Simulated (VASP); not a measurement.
Output of a VASP run:

OSZICAR:
```
       N       E                     dE             d eps       ncg     rms          rms(c)
DAV:   1     0.617635431007E+02    0.61764E+02   -0.54040E+03  4032   0.814E+02
DAV:   2    -0.212965642522E+02   -0.83060E+02   -0.75359E+02  4992   0.323E+02
DAV:   3    -0.244753670149E+02   -0.31788E+01   -0.31017E+01  4584   0.564E+01
DAV:   4    -0.245188927237E+02   -0.43526E-01   -0.43246E-01  4624   0.619E+00
DAV:   5    -0.245195714901E+02   -0.67877E-03   -0.67860E-03  4648   0.624E-01    0.270E+01
DAV:   6    -0.234514477508E+02    0.10681E+01   -0.11012E+00  4408   0.908E+00    0.133E+01
DAV:   7    -0.231248511969E+02    0.32660E+00   -0.72035E-01  4576   0.725E+00    0.469E+00
DAV:   8    -0.231180538169E+02    0.67974E-02   -0.13535E-02  4592   0.110E+00    0.449E-01
DAV:   9    -0.231140518986E+02    0.40019E-02   -0.64402E-03  4120   0.843E-01    0.271E-01
DAV:  10    -0.231140627461E+02   -0.10847E-04   -0.68028E-05  4704   0.914E-02    0.227E-02
DAV:  11    -0.231140539951E+02    0.87510E-05   -0.19257E-06  4056   0.177E-02    0.198E-02
DAV:  12    -0.231140450789E+02    0.89163E-05   -0.12172E-06  2680   0.131E-02    0.104E-02
DAV:  13    -0.231140429673E+02    0.21115E-05   -0.36622E-07  2144   0.485E-03    0.163E-03
DAV:  14    -0.231140430239E+02   -0.56572E-07   -0.39644E-08  2096   0.294E-03
   1 F= -.23114043E+02 E0= -.23108787E+02  d E =-.105118E-01  mag=     0.0000     0.0000     0.0000
```

OUTCAR:
```
------------------------ aborting loop because EDIFF is reached ----------------------------------------
  FORCE on cell =-STRESS in cart. coord.  units (eV):
  Direction    XX          YY          ZZ          XY          YZ          ZX
  --------------------------------------------------------------------------------------
  Total        1.5593569      1.5593564      1.1311604      0.0000000     -0.0000000     -0.0000000
  in kB       89.6017523     89.6017255     64.9972759      0.0000000     -0.0000000     -0.0000000
  external PRESSURE =      81.4002512 kB  Pullay stress =       0.0000000 kB
  volume of cell :       27.88
      direct lattice vectors                 reciprocal lattice vectors
     1.365000000 -2.364249000  0.000000000     0.366300366 -0.211483647  0.000000000
     1.365000000  2.364249000  0.000000000     0.366300366  0.211483647  0.000000000
     0.000000000  0.000000000  4.320000000     0.000000000  0.000000000  0.231481481
 POSITION                                       TOTAL-FORCE (eV/Angst)
 -----------------------------------------------------------------------------------
      1.36500      0.78808      1.08000         0.000000     -0.000000      0.000000
      1.36500     -0.78808      3.24000        -0.000000      0.000000     -0.000000
 -----------------------------------------------------------------------------------
    total drift:                               -0.000000     -0.000000      0.000000
  FREE ENERGIE OF THE ION-ELECTRON SYSTEM (eV)
  ---------------------------------------------------
  free  energy   TOTEN  =       -23.1140430239 eV

  energy  without entropy=      -23.1035312006  energy(sigma->0) =      -23.10878711

 total charge

# of ion       s       p       d       tot
------------------------------------------
    1        0.666   0.806   6.075   7.547
    2        0.666   0.806   6.075   7.547
--------------------------------------------------
tot          1.332   1.612  12.149  15.093

 magnetization (x)

# of ion       s       p       d       tot
------------------------------------------
    1        0.000  -0.000   0.000  -0.000
    2        0.000   0.000   0.000   0.000
--------------------------------------------------
tot          0.000  -0.000   0.000  -0.000

 magnetization (y)

# of ion       s       p       d       tot
------------------------------------------
    1        0.000  -0.000   0.000  -0.000
    2        0.000   0.000  -0.000  -0.000
--------------------------------------------------
tot          0.000   0.000  -0.000  -0.000

 magnetization (z)

# of ion       s       p       d       tot
------------------------------------------
    1        0.000   0.000   0.000   0.000
    2        0.000   0.000   0.000   0.000
--------------------------------------------------
tot          0.000   0.000   0.000   0.000

 Ion:    1  E_soc:     -0.6502578

 Ion:    2  E_soc:     -0.6502578
```
(Selected blocks of OUTCAR.)

**POSCAR**
```
Os
1
    1.3650000000    -2.3642490000     0.0000000000
    1.3650000000     2.3642490000     0.0000000000
    0.0000000000     0.0000000000     4.3200000000
Os
2
Direct
  0.3333330000   0.6666670000   0.2500000000
  0.6666670000   0.3333330000   0.7500000000
```

Question: Reconstruct the remaining input files.

Answer: This is not unique; one that fits is the input of the run itself, PBE GGA with spin-orbit coupling, plane waves, VASP's PBE PAW potentials (set 64).

INCAR:
```
SYSTEM = Os
PREC = Accurate
ENCUT = 300
EDIFF = 1E-6
NELM = 100
ALGO = Normal
LREAL = .FALSE.
LASPH = .TRUE.
ISMEAR = 0
SIGMA = 0.136
GGA = PE
LMAXMIX = 6
LWAVE = .FALSE.
LCHARG = .FALSE.
ISIF = 2
LSORBIT = .TRUE.
LNONCOLLINEAR = .TRUE.
MAGMOM = 0.0 0.0 0.0 0.0 0.0 0.0
GGA_COMPAT = .FALSE.
LORBIT = 11
```

**KPOINTS**
```
Automatic
0
G
  13 13 7
0 0 0
```

POTCAR, in this order: Os (PBE.64 set). Program: vasp_ncl.

At this cut-off the stress carries a Pulay error, which pulls relaxed volumes low.

The structure is a typed Os crystal (P6_3/mmc). The cell was not relaxed at this level. The run is one of a series of settings (GGA_COMPAT = .FALSE., LNONCOLLINEAR = .TRUE., LSORBIT = .TRUE., MAGMOM = 0.0 0.0 0.0 0.0 0.0 0.0, program vasp_ncl against the base run), some of them coarse on purpose.
